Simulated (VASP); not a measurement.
**TiC (rock salt): computed properties**

Method: PBE GGA, VASP's PBE PAW potentials (set 64) (plane waves; VASP).

```json
{
 "space_group": "Fm-3m (225)",
 "cell": "a = b = c = 4.334 Å, α = β = γ = 90.00°",
 "volume_per_atom": "10.18 Å³/atom",
 "band gap (over mesh and band path)": "none (metal, semimetal or under 0.01 eV)",
 "density": "4.88 g/cm³"
}
```

TiC is modelled in the cubic space group Fm-3m (No. 225), the rock salt structure, Pearson symbol cF8. Conventional cell: a = b = c = 4.3342 Å, α = β = γ = 90.00°. Ti on 4a has 6 C at 2.167 Å and 12 Ti at 3.065 Å. C on 4b sees 6 Ti at 2.167 Å (octahedral). (Neighbours: up to the widest gap in distance over summed covalent radii, below 1.35, at either atom; cation-cation and far metal-metal contacts left out.)
(The calculation used a cell of 2 atoms; values per cell refer to that cell.)

Measured: a 4.330 Å (computed value off by +0.1 %), as given by Guo-Xu Zhang et al., New Journal of Physics (2018), doi:10.1088/1367-2630/aac7f0. The calculation is for a static lattice, while the measured a holds thermal and zero-point effects, which are part of the difference.

The compound is TiC in the rock salt structure. It was relaxed first. Symmetry was kept, so distortions that lower it aren't found.
